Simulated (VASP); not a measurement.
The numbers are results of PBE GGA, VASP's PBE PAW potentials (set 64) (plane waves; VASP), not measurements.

The input files of a VASP run:

**POSCAR**
```
Mg
1.0
 -2.8181170000   2.8181170000   1.5375990000
  2.8181170000  -2.8181170000   1.5375990000
  2.8181170000   2.8181170000  -1.5375990000
Mg
2
Cart
  0.0000000000   2.8181170000   0.7687995000
  0.0000000000   0.0000000000   0.0000000000
```

**KPOINTS**
```
K-points
0
G
  5 5 5
0 0 0
```

**INCAR**
```
ALGO = Normal
EDIFF = 1E-6
ENCUT = 300
GGA = PE
ISIF = 2
ISMEAR = 0
LASPH = .True.
LCHARG = .False.
LREAL = .False.
LWAVE = .False.
NELM = 100
PREC = Accurate
SIGMA = 0.05
SYSTEM = Mg
```

POTCAR, in this order: Mg (PBE.64 set). Program: vasp_std.

Output of the run:

OSZICAR:
```
       N       E                     dE             d eps       ncg     rms          rms(c)
DAV:   1    -0.624391776504E+00   -0.62439E+00   -0.92198E+02   216   0.273E+02
DAV:   2    -0.246026502719E+01   -0.18359E+01   -0.17198E+01   288   0.232E+01
DAV:   3    -0.247318852709E+01   -0.12923E-01   -0.12923E-01   294   0.241E+00
DAV:   4    -0.247321918875E+01   -0.30662E-04   -0.30661E-04   330   0.115E-01
DAV:   5    -0.247321924434E+01   -0.55591E-07   -0.55793E-07   270   0.306E-03    0.862E-01
DAV:   6    -0.246131386803E+01    0.11905E-01   -0.15336E-03   294   0.274E-01    0.550E-01
DAV:   7    -0.245036359409E+01    0.10950E-01   -0.71761E-03   234   0.524E-01    0.322E-02
DAV:   8    -0.245038195706E+01   -0.18363E-04   -0.49582E-05   288   0.549E-02    0.818E-03
DAV:   9    -0.245037971257E+01    0.22445E-05   -0.30485E-06   270   0.982E-03    0.565E-04
DAV:  10    -0.245037950851E+01    0.20405E-06   -0.18536E-08   162   0.102E-03
   1 F= -.24503795E+01 E0= -.24485828E+01  d E =-.359342E-02
```

**OUTCAR**
```
------------------------ aborting loop because EDIFF is reached ----------------------------------------
  FORCE on cell =-STRESS in cart. coord.  units (eV):
  Direction    XX          YY          ZZ          XY          YZ          ZX
  --------------------------------------------------------------------------------------
  Total        0.7125940      0.7125940     -0.2272868      0.0000000      0.0000000      0.0000000
  in kB       23.3739228     23.3739228     -7.4552738      0.0000000      0.0000000      0.0000000
  external PRESSURE =      13.0975239 kB  Pullay stress =       0.0000000 kB
  volume of cell :       48.85
      direct lattice vectors                 reciprocal lattice vectors
    -2.818117000  2.818117000  1.537599000     0.000000000  0.177423436  0.325182313
     2.818117000 -2.818117000  1.537599000     0.177423436  0.000000000  0.325182313
     2.818117000  2.818117000 -1.537599000     0.177423436  0.177423436  0.000000000
 POSITION                                       TOTAL-FORCE (eV/Angst)
 -----------------------------------------------------------------------------------
      0.00000      2.81812      0.76880         0.000000     -0.000000      0.000000
      0.00000      0.00000      0.00000        -0.000000      0.000000     -0.000000
 -----------------------------------------------------------------------------------
    total drift:                                0.000000      0.000000      0.000000
  FREE ENERGIE OF THE ION-ELECTRON SYSTEM (eV)
  ---------------------------------------------------
  free  energy   TOTEN  =        -2.4503795085 eV

  energy  without entropy=       -2.4467860836  energy(sigma->0) =       -2.44858280
```
(Selected blocks of OUTCAR.)

The structure was generated: Mg was put into an ordered model structure, which need not be its known phase. The cell was not relaxed at this level. The k-mesh is coarse (spacing up to 0.47 per Å, 2π included), so the numbers may not be converged in it. The run is one of a series of settings (KPOINTS 5×5×5 Γ-centred mesh against the base run), some of them coarse on purpose.
